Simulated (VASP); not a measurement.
Input:

```yaml
crystal:
  lattice:
    - [-0.00991, 5.48032, 5.50155]
    - [5.48032, -0.00991, 5.50155]
    - [2.73520, 2.73520, 0.00000]
  atoms:
    - { symbol: Zn, position: [0.00094, 0.00094, 0.99813] }
    - { symbol: Zn, position: [0.00286, 0.49726, 0.99988] }
    - { symbol: Zn, position: [0.49726, 0.00286, 0.99988] }
    - { symbol: S, position: [0.12527, 0.12527, 0.24947] }
    - { symbol: S, position: [0.10364, 0.63240, 0.26396] }
    - { symbol: S, position: [0.63240, 0.10364, 0.26396] }
    - { symbol: S, position: [0.64064, 0.64064, 0.21873] }
    - { symbol: Hg, position: [0.49701, 0.49701, 0.00599] }
```

Calculation: PBEsol GGA, VASP's PBE PAW potentials (set 64) (plane waves; VASP). Run with 400 eV cut-off, 4×4×8 Γ-centred mesh, tetrahedra with Blöchl corrections, potentials Zn S Hg.

Unless said otherwise, spin-orbit coupling is left out, though it shifts the bands of the heavy elements here.

### Question
What does the run give for the energy per atom (σ→0), band gap (on the k-mesh) with the smallest direct gap where there is one?

### Answer

The band gap (on the k-mesh) is 1.02 eV and the smallest direct gap (on the k-mesh) is 1.02 eV. The energy per atom (σ→0) is -3.480 eV/atom.

Total energies compare only between runs with the same potentials, cut-off and functional.

The structure was generated: HgZn3S4 was put into an ordered model structure (Amm2), which need not be its known phase. It was relaxed first.
